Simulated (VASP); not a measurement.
# VW2C3 (Immm) in VASP: reference runs

Reference runs on VW2C3: the cell as given.

Everything below comes from runs of VASP 6.6.1. Logs are shortened: lines on timing, memory, paths and dates and some standing lists are left out, and cuts for length are marked.

## Step 1: Starting point

It takes space group Immm (No. 71, orthorhombic). The conventional cell has a = 3.049 Å, b = 4.324 Å, c = 9.170 Å, α = 90.00°, β = 90.00°, γ = 90.00°. W (site symmetry mm2) has 6 C at 2.15 to 2.20 Å as nearest neighbours. V (site symmetry mmm) has 6 C at 2.12 to 2.16 Å as nearest neighbours. Around C (site symmetry mm2) lie 2 V at 2.12 Å and 4 W at 2.16 to 2.20 Å. C (site symmetry mmm) has 4 W at 2.15 Å and 2 V at 2.16 Å as nearest neighbours.

The cell comes from a database or a generator and needn't be the stable form of this composition.

## Step 2: Single point, PBE, collinear spin, ferromagnetic start

File INCAR:

```
PREC = Accurate
ENCUT = 520
EDIFF = 1E-7
ISMEAR = -1
SIGMA = 0.05
LREAL = False
LASPH = True
NELM = 150
ALGO = Normal
ISIF = 2
LWAVE = False
LCHARG = False
ISPIN = 2
MAGMOM = 0 0 2 0 0 0
LORBIT = 11
LMAXMIX = 4
GGA = PE
NBANDS = 40
```

File KPOINTS:

```
Automatic mesh
0
Gamma
  11 11 11
```

File POSCAR:

```
VW2C3
1.0
   -1.5244850000      2.1619300000      4.5850290000
    1.5244850000     -2.1619300000      4.5850290000
    1.5244850000      2.1619300000     -4.5850290000
W V C
2 1 3
Direct
    0.8340170000      0.3340170000      0.5000000000
    0.1659830000      0.6659830000      0.5000000000
    0.5000000000      0.0000000000      0.5000000000
    0.3390390000      0.3390390000      0.0000000000
    0.6609610000      0.6609610000      0.0000000000
    0.0000000000      0.0000000000      0.0000000000
```

Potentials or basis: VASP PAW PBE potentials, release 64 (W_sv, V_sv, C).

Started as:

```sh
> cat potpaw_PBE.64/W_sv/POTCAR potpaw_PBE.64/V_sv/POTCAR potpaw_PBE.64/C/POTCAR > POTCAR
> mpirun -np 1 vasp_std > vasp.out
```

OUTCAR:

```text
PREC = Accurate
   ENCUT = 520
   EDIFF = 1E-7
   ISMEAR = -1
   LREAL = False
   LASPH = True
   NELM = 150
   ISIF = 2
   ISPIN = 2
   LORBIT = 11
   GGA = PE

 ion  position               nearest neighbor table
   1  0.834  0.334  0.500-   6 2.15   6 2.15   4 2.16   4 2.16   5 2.20   5 2.20   2 3.04   3 3.05
                             3 3.05   3 3.05   3 3.05   2 3.06   2 3.06   2 3.06   2 3.06   3 3.06
   2  0.166  0.666  0.500-   6 2.15   6 2.15   5 2.16   5 2.16   4 2.20   4 2.20   1 3.04   3 3.05
                             3 3.05   3 3.05   3 3.05   1 3.06   1 3.06   1 3.06   1 3.06   3 3.06
   3  0.500  0.000  0.500-   4 2.12   5 2.12   5 2.12   4 2.12   6 2.16   6 2.16   2 3.05   2 3.05
                             2 3.05   1 3.05   1 3.05   1 3.05   2 3.05   1 3.05   2 3.06   1 3.06
   4  0.339  0.339  0.000-   3 2.12   3 2.12   1 2.16   1 2.16   2 2.20   2 2.20
   5  0.661  0.661  0.000-   3 2.12   3 2.12   2 2.16   2 2.16   1 2.20   1 2.20
   6  0.000  0.000  0.000-   2 2.15   1 2.15   2 2.15   1 2.15   3 2.16   3 2.16

  LATTYP: Found a body centered orthorhombic cell.
 ALAT       =     3.0489700000
 B/A-ratio  =     1.4181379285
 C/A-ratio  =     3.0075920721

  Lattice vectors:

 A1 = (  -1.5244850000,   2.1619300000,   4.5850290000)
 A2 = (   1.5244850000,  -2.1619300000,   4.5850290000)
 A3 = (   1.5244850000,   2.1619300000,  -4.5850290000)

Analysis of symmetry for initial positions (statically):
=====================================================================
 Subroutine PRICEL returns:
 Original cell was already a primitive cell.

 Routine SETGRP: Setting up the symmetry group for a
 body centered orthorhombic supercell.

 Subroutine GETGRP returns: Found  8 space group operations
 (whereof  8 operations were pure point group operations)
 out of a pool of  8 trial point group operations.

The static configuration has the point symmetry D_2h.

Analysis of symmetry for dynamics (positions and initial velocities):
=====================================================================
 Subroutine PRICEL returns:
 Original cell was already a primitive cell.

 Routine SETGRP: Setting up the symmetry group for a
 body centered orthorhombic supercell.

 Subroutine GETGRP returns: Found  8 space group operations
 (whereof  8 operations were pure point group operations)
 out of a pool of  8 trial point group operations.

The dynamic configuration has the point symmetry D_2h.

Analysis of structural, dynamic, and magnetic symmetry:
=====================================================================
 Subroutine PRICEL returns:
 Original cell was already a primitive cell.

 Routine SETGRP: Setting up the symmetry group for a
 body centered orthorhombic supercell.

 Subroutine GETGRP returns: Found  8 space group operations
 (whereof  8 operations were pure point group operations)
 out of a pool of  8 trial point group operations.

The overall configuration has the point symmetry D_2h.

 Subroutine INISYM returns: Found  8 space group operations
 (whereof  8 operations are pure point group operations),
 and found     1 'primitive' translations

----------------------------------------------------------------------------------------

                                     Primitive cell

  volume of cell :      60.4459

  direct lattice vectors                    reciprocal lattice vectors
    -1.524485000  2.161930000  4.585029000     0.000000000  0.231274833  0.109050564
     1.524485000 -2.161930000  4.585029000     0.327979613  0.000000000  0.109050564
     1.524485000  2.161930000 -4.585029000     0.327979613  0.231274833  0.000000000

  length of vectors
     5.293438086  5.293438086  5.293438086     0.255695276  0.345633696  0.401321162

  position of ions in fractional coordinates (direct lattice)
     0.834017000  0.334017000  0.500000000
     0.165983000  0.665983000  0.500000000
     0.500000000  0.000000000  0.500000000
     0.339039000  0.339039000  0.000000000
     0.660961000  0.660961000  0.000000000
     0.000000000  0.000000000  0.000000000

  ion indices of the primitive-cell ions
   primitive index   ion index
                 1           1
                 2           2
                 3           3
                 4           4
                 5           5
                 6           6

----------------------------------------------------------------------------------------

 KPOINTS: Automatic mesh

Automatic generation of k-mesh.
 Grid dimensions read from file:
 generate k-points for:   11   11   11

 Generating k-lattice:

  Cartesian coordinates                     Fractional coordinates (reciprocal lattice)
     0.000000000  0.021024985  0.009913688     0.090909091  0.000000000 -0.000000000
     0.029816328  0.000000000  0.009913688     0.000000000  0.090909091  0.000000000
     0.029816328  0.021024985  0.000000000    -0.000000000  0.000000000  0.090909091

  Length of vectors
     0.023245025  0.031421245  0.036483742

  Shift w.r.t. Gamma in fractional coordinates (k-lattice)
     0.000000000  0.000000000  0.000000000

 Subroutine IBZKPT returns following result:
 ===========================================

 Found    216 irreducible k-points:

 Following reciprocal coordinates:
            Coordinates               Weight
  0.000000  0.000000  0.000000      1.000000
  0.090909  0.000000  0.000000      4.000000
  0.181818  0.000000  0.000000      4.000000
  0.272727  0.000000  0.000000      4.000000
  0.363636  0.000000  0.000000      4.000000
  0.454545 -0.000000  0.000000      4.000000
[... 16 lines left out ...]
  0.454545  0.181818  0.000000      8.000000
 -0.454545  0.181818 -0.000000      8.000000
 [... further k-points ...]
   k-points           NKPTS =    216   k-points in BZ     NKDIM =    216   number of bands    NBANDS=     40
   number of dos      NEDOS =    301   number of ions     NIONS =      6
   total plane-waves  NPLWV =  64000
   dimension x,y,z NGX =    40 NGY =   40 NGZ =   40
   dimension x,y,z NGXF=    80 NGYF=   80 NGZF=   80
   ions per type =               2   1   3
   NGX,Y,Z   is equivalent  to a cutoff of  12.56, 12.56, 12.56 a.u.
   NGXF,Y,Z  is equivalent  to a cutoff of  25.12, 25.12, 25.12 a.u.
 SYSTEM =  unknown system
   PREC   = accura    normal or accurate (medium, high low for compatibility)
   ISTART =      0    job   : 0-new  1-cont  2-samecut
   ICHARG =      2    charge: 1-file 2-atom 10-const
   ISPIN  =      2    spin polarized calculation?
   LNONCOLLINEAR =      F non collinear calculations
   LSORBIT =      F    spin-orbit coupling
   LASPH  =      T    aspherical Exc in radial PAW
   ENCUT  =  520.0 eV  38.22 Ry    6.18 a.u.   9.84  9.84  9.84*2*pi/ulx,y,z
   NELM   =    150;   NELMIN=  2; NELMDL= -5     # of ELM steps
   EDIFF  = 0.1E-06   stopping-criterion for ELM
   LREAL  =      F    real-space projection
   EDIFFG = 0.1E-05   stopping-criterion for IOM
   NSW    =      0    number of steps for IOM
   IBRION =     -1    ionic relax: 0-MD 1-quasi-New 2-CG
   NFREE  =      0    steps in history (QN), initial steepest desc. (CG)
   ISIF   =      2    stress and relaxation
   ISYM   =      2    0-nonsym 1-usesym 2-fastsym
   POTIM  = 0.5000    time-step for ionic-motion
   TEBEG  =    0.0;   TEEND  =   0.0 temperature during run
   PSTRESS=    0.0 pullay stress
   NELECT =      53.0000    total number of electrons
   NUPDOWN=      -1.0000    fix difference up-down
   EMIN   =  10.00;   EMAX   =-10.00  energy-range for DOS
   EFERMI =   0.00;   METHOD = LEGACY
   ISMEAR =    -1;   SIGMA  =   0.05  broadening in eV -4-tet -1-fermi 0-gaus
   EFERMI_NEDOS =   21; number of points for ismear=-14 and -15
   IALGO  =     38    algorithm
   IMIX   =      4    mixing-type and parameters
     AMIX     =   0.40;   BMIX     =  1.00
     AMIX_MAG =   1.60;   BMIX_MAG =  1.00
  volume/ion in A,a.u.               =      10.07        67.98
  Fermi-wavevector in a.u.,A,eV,Ry     =   1.566912  2.961034 33.405187  2.455212
  Thomas-Fermi vector in A             =   2.669169
   LORBIT       =     11    0 simple, 1 ext, 2 COOP (PROOUT), +10 PAW based schemes
   GGA     = PE    functional components
   LHFCALC =     F    Hartree Fock is set to
   AEXX    =    0.0000 exact exchange contribution
   IVDW    =     0    specifies the selected vdW correction
   LEPSILON=     F    determine dielectric tensor
   LRPA    =     F    only Hartree local field effects (RPA)
 spin polarized calculation
  energy-cutoff  :      520.00
  volume of cell :       60.45
 maximum number of plane-waves:      1648
   NGX = 19   NGY = 19   NGZ = 19

 number of electron      53.0000005 magnetization       0.0045946

 number of electron      53.0000005 magnetization      -0.0003750

 Free energy of the ion-electron system (eV)
  ---------------------------------------------------
  ext. energy  EPLUGINS =         0.00000000
  ---------------------------------------------------
  free energy    TOTEN  =       -62.50540769 eV

  energy without entropy =      -62.47954710  energy(sigma->0) =      -62.49247740

 E-fermi :  11.9471     XC(G=0): -13.6033

 val. band max:       11.9458787658   @ k =   0.3636  -0.3636   0.3636
 cond. band min:      11.9500542383   @ k =   0.0909   0.0909   0.0909
 fundamental gap:      0.0041754725
 Fermi energy:        11.9470610282

 spin component 1

 k-point     1 :       0.0000    0.0000    0.0000
  band No.  band energies     occupation
      1     -63.3557      1.00000
      2     -63.3185      1.00000
      3     -53.1928      1.00000
      4     -27.7768      1.00000
      5     -27.7486      1.00000
      6     -27.5172      1.00000
[... 30 lines left out ...]
     37      16.9652      0.00000
     38      17.1272      0.00000

 k-point     2 :       0.0909    0.0000    0.0000
  band No.  band energies     occupation
      1     -63.3550      1.00000
      2     -63.3192      1.00000
      3     -53.1929      1.00000
      4     -27.7828      1.00000
      5     -27.7546      1.00000
      6     -27.5081      1.00000
[... 894 lines left out ...]
 k-point    24 :      -0.4545    0.1818   -0.0000
  band No.  band energies     occupation
      1     -63.3379      1.00000
      2     -63.3273      1.00000
      3     -53.1889      1.00000
      4     -27.8088      1.00000
      5     -27.7292      1.00000
      6     -27.6142      1.00000
[... 30 lines left out ...]
     37      18.1165      0.00000
     38      19.5077      0.00000

 [... further k-points ...]

 spin component 2

 k-point     1 :       0.0000    0.0000    0.0000
  band No.  band energies     occupation
      1     -63.3557      1.00000
      2     -63.3185      1.00000
      3     -53.1933      1.00000
      4     -27.7767      1.00000
      5     -27.7486      1.00000
      6     -27.5172      1.00000
[... 30 lines left out ...]
     37      16.9652      0.00000
     38      17.1271      0.00000

 k-point     2 :       0.0909    0.0000    0.0000
  band No.  band energies     occupation
      1     -63.3550      1.00000
      2     -63.3192      1.00000
      3     -53.1933      1.00000
      4     -27.7828      1.00000
      5     -27.7546      1.00000
      6     -27.5081      1.00000
[... 894 lines left out ...]
 k-point    24 :      -0.4545    0.1818   -0.0000
  band No.  band energies     occupation
      1     -63.3379      1.00000
      2     -63.3273      1.00000
      3     -53.1894      1.00000
      4     -27.8088      1.00000
      5     -27.7292      1.00000
      6     -27.6142      1.00000
[... 30 lines left out ...]
     37      18.1165      0.00000
     38      19.5077      0.00000

 [... further k-points ...]

 [bands above 38 left out]

------------------------ aborting loop because EDIFF is reached ----------------------------------------

  FORCE on cell =-STRESS in cart. coord.  units (eV):
  Direction    XX          YY          ZZ          XY          YZ          ZX
  --------------------------------------------------------------------------------------
  -------------------------------------------------------------------------------------
  Total        0.0284291     -0.5710414     -0.1553566      0.0000000      0.0000000      0.0000000
  in kB        0.7535398    -15.1360072     -4.1178782      0.0000000      0.0000000      0.0000000
  external PRESSURE =      -6.1667819 kB  Pullay stress =       0.0000000 kB

 VOLUME and BASIS-vectors are now :
 -----------------------------------------------------------------------------
  energy-cutoff  :      520.00
  volume of cell :       60.45
      direct lattice vectors                 reciprocal lattice vectors
    -1.524485000  2.161930000  4.585029000     0.000000000  0.231274833  0.109050564
     1.524485000 -2.161930000  4.585029000     0.327979613  0.000000000  0.109050564
     1.524485000  2.161930000 -4.585029000     0.327979613  0.231274833  0.000000000

 POSITION                                       TOTAL-FORCE (eV/Angst)
 -----------------------------------------------------------------------------------
      0.00000      2.16193      3.06296         0.000000      0.000000     -0.046726
      1.52449      0.00000      1.52207        -0.000000      0.000000      0.046726
      0.00000      2.16193      0.00000         0.000000      0.000000     -0.000000
      0.00000      0.00000      3.10901        -0.000000      0.000000     -0.023476
      0.00000      0.00000      6.06105         0.000000     -0.000000      0.023476
      0.00000      0.00000      0.00000         0.000000      0.000000     -0.000000
 -----------------------------------------------------------------------------------
    total drift:                                0.000000     -0.000000      0.000000

  FREE ENERGIE OF THE ION-ELECTRON SYSTEM (eV)
  ---------------------------------------------------
  free  energy   TOTEN  =       -62.5054076927 eV

  energy  without entropy=      -62.4795470996  energy(sigma->0) =      -62.49247740

 total charge

# of ion       s       p       d       tot
------------------------------------------
    1        2.319   6.388   3.382  12.090
    2        2.319   6.388   3.382  12.090
    3        2.231   6.269   3.149  11.649
    4        0.870   1.564   0.000   2.433
    5        0.870   1.564   0.000   2.433
    6        0.868   1.574   0.000   2.442
--------------------------------------------------
tot          9.477  23.747   9.913  43.137

 magnetization (x)

# of ion       s       p       d       tot
------------------------------------------
    1        0.000   0.000   0.000   0.000
    2        0.000   0.000   0.000   0.000
    3       -0.000  -0.000  -0.000  -0.000
    4        0.000   0.000   0.000   0.000
    5        0.000   0.000   0.000   0.000
    6        0.000   0.000   0.000   0.000
--------------------------------------------------
tot          0.000   0.000  -0.000  -0.000
```

Wall time 31 min (1 thread of Intel Xeon Platinum 8375C at 2.90GHz (Ice Lake), shared host); peak memory 0.86 GiB.

What came out:

```yaml
Free_energy: -62.5054 eV
Pressure: -0.6 GPa
Largest_force: 0.047 eV/Å
Band_gap_on_the_k_mesh: none (metal or under the smearing width)
Net_moment: 0.00 μB per cell
Valence_electrons_inside_the_program's_atomic_spheres: W 12.09; V 11.65; C 2.43, 2.44
```

Forces on the atoms (eV/Å):
```
W    0.000  0.000 -0.047
W    0.000  0.000  0.047
V    0.000  0.000  0.000
C    0.000  0.000 -0.023
C    0.000  0.000  0.023
C    0.000  0.000  0.000
```

Levels at points of the mesh, in eV from the Fermi level:
Spin up:
```
           k point  band 24  band 25  band 26  band 27  band 28  band 29  band 30  band 31
(0.00, 0.00, 0.00)    -2.09    -0.60    -0.60    -0.46    -0.45    -0.45    -0.14    -0.07
```
Spin down:
```tsv
k point	band 23	band 24	band 25	band 26	band 27	band 28	band 29	band 30	band 31	band 32
(0.00, 0.00, 0.00)	-2.11	-2.09	-0.60	-0.60	-0.46	-0.45	-0.45	-0.14	-0.07	0.66
```
